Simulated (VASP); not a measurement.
Given:

```
Er
1.0
    3.56948     0.00000     0.00000
   -1.78474     3.09126     0.00000
    0.00000     0.00000     5.47778
Er
2
Direct
  0.33333   0.66667   0.25000
  0.66667   0.33333   0.75000
```

These are PBE GGA, VASP's PBE PAW potentials (set 64) (plane waves; VASP 6.6.1) values and carry that method's errors. Numerical set-up: 300 eV cut-off, 11×11×6 Γ-centred mesh, Fermi-Dirac smearing of 0.10 eV, potentials Er.

The run has a spin-polarised start.

Problem. Give the spin-up energies of bands 15 to 28 at the high-symmetry points, in eV from the Fermi level.

Solution. 
```csv
band,Γ,M,K,A,L,H
15,-2.16,-2.11,-2.12,-2.15,-2.09,-2.14
16,-2.13,-2.07,-2.07,-2.15,-2.09,-2.14
17,-2.13,-1.94,-1.95,-2.15,-1.90,-1.94
18,-1.85,-1.91,-1.95,-2.15,-1.90,-1.94
19,-1.84,-1.90,-1.89,-1.79,-1.88,-1.86
20,-1.84,-1.90,-1.83,-1.79,-1.88,-1.86
21,-1.80,-1.85,-1.83,-1.79,-1.81,-1.83
22,-1.79,-1.74,-1.79,-1.79,-1.81,-1.83
23,-1.76,-1.63,-0.47,-1.79,-1.61,-0.09
24,-1.76,-1.02,-0.47,-1.79,-1.61,-0.09
25,1.53,-0.49,-0.40,1.66,0.58,-0.05
26,2.47,0.20,-0.20,1.67,0.58,-0.05
27,2.47,2.09,1.78,2.34,1.96,0.93
28,3.08,2.20,1.78,2.34,1.96,0.93
```

Problem. Give the spin-down energies of bands 15 to 28 at the high-symmetry points, in eV from the Fermi level.

Solution. 
```csv
band,Γ,M,K,A,L,H
15,-0.59,-0.64,-0.63,-0.64,-0.66,-0.43
16,-0.59,-0.56,-0.42,-0.64,-0.66,-0.43
17,-0.11,-0.56,-0.42,-0.06,-0.20,-0.33
18,-0.11,-0.08,-0.10,-0.06,-0.20,-0.33
19,-0.07,-0.06,-0.10,-0.06,-0.01,0.28
20,-0.07,-0.04,-0.10,-0.06,-0.01,0.28
21,0.04,0.02,0.02,0.04,0.17,0.32
22,0.12,0.04,0.15,0.04,0.17,0.32
23,0.29,0.26,0.28,0.29,0.34,0.32
24,0.38,0.46,0.28,0.29,0.34,0.32
25,1.72,0.48,0.47,1.93,0.86,0.37
26,2.62,0.50,0.47,1.93,0.86,0.37
27,2.62,2.22,1.95,2.49,2.14,1.13
28,3.45,2.36,1.95,2.49,2.14,1.13
```

It has no gap at this level: it comes out as a metal or semimetal.

The structure comes from a computed database's Er entry; how it stands against other phases isn't given here. The cell was not relaxed at this level.
